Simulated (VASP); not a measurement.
Cd$_{4}$Se$_{3}$Te (ordered alloy cell): computed properties

Computed with PBEsol GGA, VASP's PBE PAW potentials (set 64) (plane waves; VASP).

For Cd$_{4}$Se$_{3}$Te, the space group comes out as Amm2 (38). The cell is a = 4.377 Å, b = 8.747 Å, c = 12.347 Å, α = 90.00°, β = 90.00°, γ = 90.00°. The volume per atom is 29.54 Å³/atom, the band gap (over mesh and band path) is 0.23 eV and the smallest direct gap (over mesh and band path) is 0.23 eV. The band-edge character is direct, Γ to Γ and the density comes out as 5.72 g/cm³.

```
Cd4Se3Te
1.0
    0.00215     6.18738     6.17349
    6.18738     0.00215     6.17349
    3.09476     3.09476     0.00000
Cd Te Se
4 1 3
Direct
  0.99040   0.99040   0.01920
  0.99451   0.51432   0.99118
  0.51432   0.99451   0.99118
  0.50072   0.50072   0.99855
  0.12614   0.12614   0.24771
  0.12688   0.62288   0.25024
  0.62288   0.12688   0.25024
  0.62415   0.62415   0.25170
```

Unless said otherwise, spin-orbit coupling is left out, though it shifts the bands of the heavy elements here.

The structure was generated: Cd4Se3Te was put into an ordered model structure (Amm2), which need not be its known phase. It was relaxed first. Symmetry was kept, so distortions that lower it aren't found.
